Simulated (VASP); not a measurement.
These are LDA (Ceperley-Alder, Perdew-Zunger), VASP's LDA PAW potentials (set 64) (plane waves; VASP) values and carry that method's errors.

The input files of a VASP run:

POSCAR:
```
AlV
2.6368180
  0.6705696032  -0.7418468017   0.0000000000
  0.6705696032   0.7418468017   0.0000000000
  0.0000000000   0.0000000000   1.5376146552
Al V
1 1
Cart
  0.0000000000   0.0000000000   0.0000000000
  0.6705696032   0.0000000000   0.7688073276
```

INCAR:
```
ALGO=Normal
EDIFF=1E-8
ENCUT=300
IBRION=8
ISIF=2
ISMEAR=0
LASPH=.True.
LCHARG=.False.
LEPSILON=.False.
LMAXMIX=4
LREAL=.False.
LWAVE=.False.
NELM=100
NSW=1
PREC=Accurate
SIGMA=0.1
SYSTEM=AlV
```

**KPOINTS**
```
Regular mesh
0
gamma
  12 12 8
```

POTCAR, in this order: Al V_sv (LDA.64 set). Program: vasp_std.

The run wrote:

OSZICAR:
```
...
RMM:   3    -0.386227244266E-02   -0.21041E-04   -0.35186E-05  7691   0.463E-02    0.217E-02
RMM:   4    -0.392481211179E-02   -0.62540E-04   -0.21347E-05  7496   0.342E-02    0.391E-03
RMM:   5    -0.392907812334E-02   -0.42660E-05   -0.10893E-06  8017   0.102E-02    0.177E-03
RMM:   6    -0.392885579716E-02    0.22233E-06   -0.13536E-07  7596   0.367E-03    0.700E-04
RMM:   7    -0.392876140897E-02    0.94388E-07   -0.22287E-08  7705   0.158E-03    0.375E-04
RMM:   8    -0.392889786070E-02   -0.13645E-06   -0.45350E-09  8315   0.542E-04    0.159E-04
RMM:   9    -0.392890688534E-02   -0.90246E-08   -0.55804E-10  8502   0.153E-04    0.827E-05
 Linear response progress:
  Degree of freedom:   2/  6
       N       E                     dE             d eps       ncg     rms          rms(c)
RMM:   1    -0.363000573248E-02   -0.36300E-02   -0.22803E-03  9114   0.499E-01
RMM:   2    -0.357801238256E-02    0.51993E-04   -0.16744E-04  7643   0.100E-01    0.374E-02
RMM:   3    -0.358843368291E-02   -0.10421E-04   -0.24354E-05  7699   0.380E-02    0.221E-02
RMM:   4    -0.364223590813E-02   -0.53802E-04   -0.14615E-05  7451   0.303E-02    0.301E-03
RMM:   5    -0.364569773281E-02   -0.34618E-05   -0.63170E-07  7978   0.816E-03    0.121E-03
RMM:   6    -0.364494969530E-02    0.74804E-06   -0.91254E-08  8132   0.255E-03    0.383E-04
RMM:   7    -0.364490438943E-02    0.45306E-07   -0.71633E-09  7996   0.816E-04    0.254E-04
RMM:   8    -0.364491636901E-02   -0.11980E-07   -0.23798E-09  7711   0.318E-04    0.142E-04
RMM:   9    -0.364494061514E-02   -0.24246E-07   -0.17903E-10  8851   0.108E-04    0.698E-05
RMM:  10    -0.364494629830E-02   -0.56832E-08    0.24191E-11  8140   0.382E-05    0.185E-05
 Linear response progress:
  Degree of freedom:   3/  6
       N       E                     dE             d eps       ncg     rms          rms(c)
RMM:   1    -0.133842510487E-01   -0.13384E-01    0.40300E-02  8527   0.197E+00
RMM:   2    -0.123725995685E-01    0.10117E-02   -0.29724E-03  8045   0.379E-01    0.994E-02
RMM:   3    -0.119449314965E-01    0.42767E-03   -0.13350E-03  7394   0.216E-01    0.375E-02
RMM:   4    -0.120527983165E-01   -0.10787E-03   -0.33515E-04  7617   0.109E-01    0.127E-02
RMM:   5    -0.120477642460E-01    0.50341E-05   -0.16190E-05  7414   0.371E-02    0.529E-03
RMM:   6    -0.120724865755E-01   -0.24722E-04   -0.43004E-06  7554   0.161E-02    0.198E-03
RMM:   7    -0.120702653825E-01    0.22212E-05   -0.27174E-07  7962   0.582E-03    0.128E-03
RMM:   8    -0.120662252604E-01    0.40401E-05   -0.16228E-07  7725   0.271E-03    0.503E-04
RMM:   9    -0.120667194695E-01   -0.49421E-06   -0.87847E-09  8460   0.750E-04    0.330E-04
RMM:  10    -0.120675101422E-01   -0.79067E-06   -0.17344E-08  7574   0.587E-04    0.527E-05
RMM:  11    -0.120675761847E-01   -0.66042E-07    0.32604E-09  8579   0.167E-04    0.111E-05
RMM:  12    -0.120675433327E-01    0.32852E-07   -0.17453E-09  8109   0.538E-05    0.578E-06
RMM:  13    -0.120675263320E-01    0.17001E-07    0.34853E-10  8528   0.201E-05    0.762E-06
RMM:  14    -0.120675238152E-01    0.25168E-08    0.27322E-10  8214   0.751E-06    0.180E-06
 Linear response progress:
  Degree of freedom:   4/  6
       N       E                     dE             d eps       ncg     rms          rms(c)
RMM:   1    -0.104721412717E+01   -0.10472E+01   -0.18048E+01  5351   0.105E+02
RMM:   2    -0.930703231460E+00    0.11651E+00   -0.26895E-01  7207   0.601E+00    0.227E-01
RMM:   3    -0.933716315558E+00   -0.30131E-02   -0.24728E-02  8535   0.141E+00    0.108E-01
RMM:   4    -0.931957011786E+00    0.17593E-02   -0.91867E-04  8854   0.309E-01    0.349E-02
RMM:   5    -0.931473747050E+00    0.48326E-03   -0.89645E-05  9076   0.896E-02    0.791E-03
RMM:   6    -0.931422771295E+00    0.50976E-04   -0.87456E-06  8562   0.290E-02    0.135E-03
RMM:   7    -0.931438377775E+00   -0.15606E-04   -0.19790E-06  9255   0.978E-03    0.969E-04
RMM:   8    -0.931449601300E+00   -0.11224E-04   -0.71974E-07  8585   0.287E-03    0.682E-04
RMM:   9    -0.931476133253E+00   -0.26532E-04   -0.47960E-07  8054   0.183E-03    0.121E-04
RMM:  10    -0.931471460180E+00    0.46731E-05   -0.31580E-07  8957   0.762E-04    0.333E-05
RMM:  11    -0.931470181685E+00    0.12785E-05   -0.19699E-07  9355   0.365E-04    0.134E-05
RMM:  12    -0.931470358658E+00   -0.17697E-06   -0.12744E-07  9717   0.197E-04    0.632E-06
RMM:  13    -0.931470468352E+00   -0.10969E-06   -0.84714E-08  8814   0.122E-04    0.207E-06
RMM:  14    -0.931470499071E+00   -0.30720E-07   -0.53486E-08  9650   0.784E-05    0.139E-06
RMM:  15    -0.931470505947E+00   -0.68752E-08   -0.39374E-08  7687   0.532E-05    0.112E-06
 Linear response progress:
  Degree of freedom:   5/  6
       N       E                     dE             d eps       ncg     rms          rms(c)
RMM:   1    -0.103792058815E+01   -0.10379E+01   -0.17865E+01  5338   0.104E+02
RMM:   2    -0.922681670738E+00    0.11524E+00   -0.26773E-01  7189   0.596E+00    0.226E-01
RMM:   3    -0.925465988172E+00   -0.27843E-02   -0.24543E-02  8595   0.139E+00    0.104E-01
RMM:   4    -0.923488396145E+00    0.19776E-02   -0.94781E-04  8746   0.307E-01    0.330E-02
RMM:   5    -0.922926903789E+00    0.56149E-03   -0.10001E-04  9080   0.941E-02    0.817E-03
RMM:   6    -0.922841945944E+00    0.84958E-04   -0.12510E-05  8704   0.310E-02    0.162E-03
RMM:   7    -0.922856175943E+00   -0.14230E-04   -0.19384E-06  8903   0.104E-02    0.102E-03
RMM:   8    -0.922867346061E+00   -0.11170E-04   -0.56293E-07  9028   0.348E-03    0.772E-04
RMM:   9    -0.922899872044E+00   -0.32526E-04   -0.35091E-07  8029   0.208E-03    0.166E-04
RMM:  10    -0.922895177072E+00    0.46950E-05   -0.18541E-07  8625   0.861E-04    0.410E-05
RMM:  11    -0.922893550632E+00    0.16264E-05   -0.28680E-07  9550   0.411E-04    0.106E-05
RMM:  12    -0.922893611640E+00   -0.61008E-07   -0.20934E-07  9687   0.201E-04    0.501E-06
RMM:  13    -0.922893475527E+00    0.13611E-06   -0.13163E-07  9068   0.126E-04    0.193E-06
RMM:  14    -0.922893465614E+00    0.99128E-08   -0.85956E-08  9022   0.778E-05    0.135E-06
 Linear response progress:
  Degree of freedom:   6/  6
       N       E                     dE             d eps       ncg     rms          rms(c)
RMM:   1    -0.115240039906E+01   -0.11524E+01   -0.18339E+01  5460   0.105E+02
RMM:   2    -0.103076341390E+01    0.12164E+00   -0.28228E-01  7118   0.527E+00    0.177E-01
RMM:   3    -0.103481631430E+01   -0.40529E-02   -0.24429E-02  8566   0.116E+00    0.817E-02
RMM:   4    -0.103377626644E+01    0.10400E-02   -0.96498E-04  8337   0.278E-01    0.204E-02
RMM:   5    -0.103347589147E+01    0.30037E-03   -0.65482E-05  8807   0.713E-02    0.104E-02
RMM:   6    -0.103323209050E+01    0.24380E-03   -0.85021E-06  8340   0.232E-02    0.197E-03
RMM:   7    -0.103322386471E+01    0.82258E-05   -0.18443E-06  8495   0.758E-03    0.666E-04
RMM:   8    -0.103322708386E+01   -0.32191E-05   -0.34611E-07  8237   0.293E-03    0.332E-04
RMM:   9    -0.103323296118E+01   -0.58773E-05   -0.13641E-07  8373   0.132E-03    0.122E-04
RMM:  10    -0.103323719522E+01   -0.42340E-05   -0.55659E-08  8508   0.601E-04    0.166E-05
RMM:  11    -0.103323674886E+01    0.44636E-06   -0.71424E-08  9558   0.267E-04    0.105E-05
RMM:  12    -0.103323643743E+01    0.31143E-06   -0.35010E-08  8732   0.129E-04    0.445E-06
RMM:  13    -0.103323651869E+01   -0.81265E-07   -0.22528E-08  8400   0.729E-05    0.164E-06
RMM:  14    -0.103323651984E+01   -0.11483E-08   -0.13207E-08  8940   0.424E-05    0.175E-06
 Linear response finished
```

### OUTCAR
```
------------------------ aborting loop because EDIFF is reached ----------------------------------------

   1 f  =    9.434663 THz    59.279738 2PiTHz  314.706494 cm-1    39.018615 meV
             X         Y         Z           dx          dy          dz
      0.000000  0.000000  0.000000     0.000000    0.000000    0.810496
      1.768170  0.000000  2.027205    -0.000000   -0.000000   -0.585744

   2 f  =    8.258146 THz    51.887459 2PiTHz  275.462085 cm-1    34.152930 meV
             X         Y         Z           dx          dy          dz
      0.000000  0.000000  0.000000     0.807603    0.000000   -0.000000
      1.768170  0.000000  2.027205    -0.589727   -0.000000    0.000000

   3 f  =    6.301380 THz    39.592738 2PiTHz  210.191410 cm-1    26.060402 meV
             X         Y         Z           dx          dy          dz
      0.000000  0.000000  0.000000    -0.000000    0.806103   -0.000000
      1.768170  0.000000  2.027205    -0.000000   -0.591776    0.000000

   4 f/i=    0.013195 THz     0.082904 2PiTHz    0.440122 cm-1     0.054568 meV
             X         Y         Z           dx          dy          dz
      0.000000  0.000000  0.000000     0.589727    0.000000   -0.000000
      1.768170  0.000000  2.027205     0.807603    0.000000   -0.000000

   5 f/i=    0.026069 THz     0.163797 2PiTHz    0.869573 cm-1     0.107813 meV
             X         Y         Z           dx          dy          dz
      0.000000  0.000000  0.000000    -0.000000    0.591776   -0.000000
      1.768170  0.000000  2.027205    -0.000000    0.806103   -0.000000

   6 f/i=    0.031366 THz     0.197081 2PiTHz    1.046269 cm-1     0.129721 meV
             X         Y         Z           dx          dy          dz
      0.000000  0.000000  0.000000     0.000000   -0.000000   -0.585744
      1.768170  0.000000  2.027205     0.000000   -0.000000   -0.810496

 ELASTIC MODULI CONTR FROM IONIC RELAXATION (kBar)
 Direction    XX          YY          ZZ          XY          YZ          ZX
 --------------------------------------------------------------------------------
 XX           0.0000      0.0000      0.0000      0.0000      0.0000      0.0000
 YY           0.0000      0.0000      0.0000      0.0000      0.0000      0.0000
 ZZ           0.0000      0.0000      0.0000      0.0000      0.0000      0.0000
 XY           0.0000      0.0000      0.0000      0.0000      0.0000      0.0000
 YZ           0.0000      0.0000      0.0000      0.0000      0.0000      0.0000
 ZX           0.0000      0.0000      0.0000      0.0000      0.0000      0.0000
 --------------------------------------------------------------------------------
```
(Selected blocks of OUTCAR.)

At this cut-off the stress carries a Pulay error, which pulls relaxed volumes low.

The structure comes from a computed database's AlV entry; how it stands against other phases isn't given here. The cell was not relaxed at this level. The run is one of a series of settings (EDIFF = 1E-8, GGA removed, IBRION = 8, LEPSILON = .FALSE., NSW = 1, POTCAR Al V_sv (LDA.64 set) against the base run), some of them coarse on purpose. The run is not spin-polarised, so no magnetic state was tried.
